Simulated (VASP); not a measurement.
Input:

```
CELL_PARAMETERS angstrom
      7.14656     0.00000     0.00000
      0.00000     7.14656     0.00000
      0.00000     0.00000     7.14656
ATOMIC_POSITIONS crystal
  C  0.50000 0.00000 0.00000
  C  0.62500 0.12500 0.12500
  C  0.75000 0.25000 0.00000
  C  0.87500 0.37500 0.12500
  C  0.75000 0.00000 0.25000
  C  0.87500 0.12500 0.37500
  C  0.00000 0.00000 0.00000
  C  0.12500 0.12500 0.12500
  C  0.25000 0.25000 0.00000
  C  0.37883 0.37568 0.12021
  C  0.50000 0.50000 0.00000
  C  0.62804 0.61821 0.12518
  C  0.75000 0.75000 0.00000
  C  0.87500 0.87500 0.12500
  C  0.25000 0.00000 0.25000
  C  0.37977 0.12648 0.37437
  C  0.50284 0.25689 0.25192
  C  0.61825 0.36995 0.37704
  C  0.74306 0.49400 0.25096
  C  0.87737 0.62987 0.37156
  C  0.50000 0.00000 0.50000
  C  0.63193 0.11939 0.62916
  C  0.74404 0.24695 0.49419
  C  0.88074 0.37812 0.62899
  C  0.75000 0.00000 0.75000
  C  0.87500 0.12500 0.87500
  C  0.00000 0.50000 0.00000
  C  0.12500 0.62500 0.12500
  C  0.25000 0.75000 0.00000
  C  0.37500 0.87500 0.12500
  C  0.00000 0.25000 0.25000
  C  0.12594 0.37515 0.37509
  C  0.24943 0.50061 0.25107
  C  0.36849 0.62077 0.37168
  C  0.50209 0.75670 0.25303
  C  0.62767 0.87469 0.37694
  C  0.00000 0.00000 0.50000
  C  0.12500 0.12500 0.62500
  C  0.24331 0.24455 0.49643
  C  0.37997 0.36814 0.61974
  C  0.62900 0.62082 0.62419
  C  0.75455 0.74935 0.50148
  C  0.87500 0.87500 0.62500
  C  0.25000 0.00000 0.75000
  C  0.37500 0.12500 0.87500
  C  0.50564 0.25027 0.75613
  C  0.62480 0.37055 0.87043
  C  0.74728 0.49633 0.74862
  C  0.87500 0.62500 0.87500
  C  0.00000 0.75000 0.25000
  C  0.12500 0.87500 0.37500
  C  0.00000 0.50000 0.50000
  C  0.11823 0.63087 0.62143
  C  0.24605 0.74825 0.49908
  C  0.37062 0.87265 0.62868
  C  0.00000 0.25000 0.75000
  C  0.12500 0.37500 0.87500
  C  0.24367 0.49710 0.74365
  C  0.38080 0.62549 0.87530
  C  0.50527 0.75571 0.74933
  C  0.62500 0.87500 0.87500
  C  0.00000 0.75000 0.75000
  C  0.12500 0.87500 0.87500
  Sn 0.49707 0.50056 0.49459
```
Cell charge -2.

Calculation: PBE GGA, VASP's PBE PAW potentials (set 64) (plane waves; VASP). Numerical set-up: PREC = Normal, LREAL = Auto, ISYM = 0, NELECT = 258.0, EDIFF = 1E-5, 400 eV cut-off, 1×1×1 Γ-centred mesh, Gaussian smearing of 0.050 eV, potentials C Sn.

The cell is charged, with a uniform compensating background. The supercell is sampled at Γ alone, which is coarse: total energies, pressure and levels can be off, energies of defects by several tenths of an eV.

Problem. The ions are relaxed. What does this cell relax into?

Solution. 
```
CELL_PARAMETERS angstrom
      7.14656     0.00000     0.00000
      0.00000     7.14656     0.00000
      0.00000     0.00000     7.14656
ATOMIC_POSITIONS crystal
  C  0.50008 0.99960 0.99971
  C  0.62556 0.11978 0.11991
  C  0.74989 0.24707 0.99677
  C  0.88010 0.37645 0.12124
  C  0.74983 0.99665 0.24719
  C  0.88006 0.12119 0.37654
  C  0.00007 0.99956 0.99968
  C  0.12776 0.12351 0.12362
  C  0.25027 0.24705 0.00264
  C  0.37589 0.37288 0.12367
  C  0.50007 0.49956 0.99970
  C  0.62423 0.62627 0.12365
  C  0.74989 0.75212 0.00265
  C  0.87237 0.87566 0.12363
  C  0.25029 0.00254 0.24718
  C  0.37594 0.12355 0.37306
  C  0.50379 0.24188 0.24202
  C  0.65493 0.34712 0.34719
  C  0.75950 0.49357 0.24226
  C  0.87733 0.62431 0.37500
  C  0.50008 0.99958 0.49972
  C  0.62421 0.12355 0.62638
  C  0.75949 0.24221 0.49369
  C  0.87736 0.37488 0.62441
  C  0.74985 0.00254 0.75223
  C  0.87240 0.12352 0.87576
  C  0.00007 0.49956 0.99966
  C  0.12001 0.62273 0.12121
  C  0.25027 0.75211 0.99673
  C  0.37457 0.87944 0.11987
  C  0.00067 0.24981 0.24991
  C  0.12279 0.37488 0.37498
  C  0.24056 0.50561 0.24223
  C  0.34511 0.65214 0.34709
  C  0.49631 0.75735 0.24194
  C  0.62419 0.87564 0.37305
  C  0.00008 0.99963 0.49966
  C  0.12010 0.12117 0.62285
  C  0.24069 0.24218 0.50573
  C  0.34528 0.34709 0.65222
  C  0.65500 0.65213 0.65228
  C  0.75952 0.75704 0.50574
  C  0.88011 0.87806 0.62283
  C  0.25034 0.99662 0.75222
  C  0.37461 0.11976 0.87952
  C  0.49637 0.24186 0.75743
  C  0.62426 0.37289 0.87575
  C  0.75956 0.50562 0.75714
  C  0.88011 0.62276 0.87815
  C  0.99944 0.74935 0.24989
  C  0.12002 0.87804 0.37651
  C  0.00006 0.49957 0.49967
  C  0.12279 0.62427 0.62437
  C  0.24058 0.75701 0.49363
  C  0.37597 0.87561 0.62638
  C  0.99950 0.24981 0.74945
  C  0.12007 0.37640 0.87814
  C  0.24065 0.49354 0.75712
  C  0.37591 0.62625 0.87573
  C  0.50383 0.75734 0.75747
  C  0.62557 0.87945 0.87956
  C  0.00069 0.74936 0.74945
  C  0.12779 0.87563 0.87574
  Sn 0.50004 0.49978 0.49967
```
Cell charge -2.

Problem. How much energy does the relaxation gain?

Solution. The energy (σ→0) changes by -337.9 meV/atom, in 25 ionic steps.

The cell is a supercell with a defect, built from C (diamond): Sn_C, charge -2. The run is not spin-polarised, so no state with unpaired spins was tried.
